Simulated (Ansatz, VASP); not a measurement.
One calculation of Mg7Cl, two programs

File INCAR:

```
PREC = Accurate ; ENCUT = 600
EDIFF = 1E-7 ; ISMEAR = 0
SIGMA = 0.1 ; LREAL = False
LASPH = True ; NELM = 100
ALGO = Normal ; ISIF = 3
LWAVE = False ; LCHARG = False
GGA = PE ; IBRION = 2
NSW = 100 ; EDIFFG = -0.01
```

File KPOINTS:

```
Automatic mesh
0
Gamma
  8 8 8
```

The input POSCAR:

```
Mg7Cl
1.0
    0.0000000000      4.5188253500      4.5188253500
    4.5188253500      0.0000000000      4.5188253500
    4.5188253500      4.5188253500      0.0000000000
Mg Cl
7 1
Direct
    0.5000000000      0.0000000000      0.0000000000
    0.0000000000      0.5000000000      0.5000000000
    0.0000000000      0.5000000000      0.0000000000
    0.5000000000      0.0000000000      0.5000000000
    0.0000000000      0.0000000000      0.5000000000
    0.5000000000      0.5000000000      0.0000000000
    0.5000000000      0.5000000000      0.5000000000
    0.0000000000      0.0000000000      0.0000000000
```

Input for Ansatz:

```yaml
crystal:
  lattice:
    - [0.0, 4.51882535, 4.51882535]
    - [4.51882535, 0.0, 4.51882535]
    - [4.51882535, 4.51882535, 0.0]
  atoms:
    - { symbol: Mg, position: [0.5, 0.0, 0.0] }
    - { symbol: Mg, position: [0.0, 0.5, 0.5] }
    - { symbol: Mg, position: [0.0, 0.5, 0.0] }
    - { symbol: Mg, position: [0.5, 0.0, 0.5] }
    - { symbol: Mg, position: [0.0, 0.0, 0.5] }
    - { symbol: Mg, position: [0.5, 0.5, 0.0] }
    - { symbol: Mg, position: [0.5, 0.5, 0.5] }
    - { symbol: Cl, position: [0.0, 0.0, 0.0] }
basis:
  ecutwfc: 420
kpoints:
  mp_grid: { grid: [8, 8, 8] }
hamiltonian:
  xc: pbe
scf:
  occupations: { method: gaussian, width: 0.1 }
output:
  forces: true
  stress: true
  eigenvalues: true
relax:
  adjacent_minimum: "off"
  f_tol: 0.01
  max_steps: 80
  cell: { stress_tol: 0.05 }
```

Change from the starting cell: species swapped into the MgPt7 type (Fm-3m, No. 225).

Alike in both runs: task relaxation of cell and atoms; functional PBE; k mesh 8 × 8 × 8; occupations gaussian, width 0.1 eV; no spin polarisation.

|  | VASP | Ansatz |
| --- | --- | --- |
| version | VASP 6.6.1 | Ansatz 0.2.0 |
| potentials or method | VASP PAW PBE potentials, release 64 (Mg, Cl) | scalar-relativistic, plane waves, PAW |
| plane-wave cutoff (eV) | 600 | 420 |
| valence electrons in the cell | 21 | 77 |

|  | VASP | Ansatz | Ansatz less VASP |
| --- | --- | --- | --- |
| gap on the k mesh at the Fermi level, each at its own relaxed structure (eV) | none | none | - |
| relaxed volume (Å³/atom) | 23.37 | 23.44 | +0.068 |
| relaxed cell length with the largest relative difference (Å) | 6.419 | 6.425 | +0.0063 |

A gap of «none» marks a metal or a gap that the smearing closes. The two sets of potentials don't hold the same shells in valence.

Caveats: an odd number of electrons without spin polarisation forces a metal; a magnetic or distorted state may lie lower.
